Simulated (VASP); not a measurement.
Crystal: BaY2.

```
Ba Y
1.0
     5.13170    0.00000    0.00000
     0.00000    5.13170    0.00000
     0.00000    0.00000    3.79006
Ba Y
1 2
Direct
  0.50000 0.50000 0.28506
  0.50000 0.00000 0.81199
  0.00000 0.50000 0.81199
```

The cell was built by a generator and needn't be a form met in nature.

- Program: VASP 6.6.1
- Task: relaxation of the atoms
- Functional: LDA
- Potentials or basis: VASP PAW LDA potentials, release 64 (Ba_sv, Y_sv)
- Cutoff: 520 eV
- k mesh: 5 × 5 × 7
- Occupations: methfessel-paxton, width 0.2 eV
- Spin: no spin polarisation

At the start: pressure 4.4 GPa; volume 33.27 Å³/atom.

**Question.** Where does the relaxation end?

**Answer.** Over 4 steps the energy falls by 2.2 meV/atom; space group P4/mmm (No. 123, to 0.05 Å).

Step by step:
| step | energy change (eV) | largest force (eV/Å) | pressure (GPa) |
| --- | --- | --- | --- |
| 1 | 0.0000 | 0.1369 | 4.36 |
| 2 | -0.0013 | 0.1213 | 4.36 |
| 3 | -0.0043 | 0.0793 | 4.36 |
| 4 | -0.0067 | 0.0039 | 4.36 |

Final structure:
```
Ba Y
1.0
     5.13170    0.00000    0.00000
     0.00000    5.13170    0.00000
     0.00000    0.00000    3.79006
Ba Y
1 2
Cartesian
  2.5658 2.5658 1.1464
  2.5658 5.1317 3.0445
  0.0000 2.5658 3.0445
```
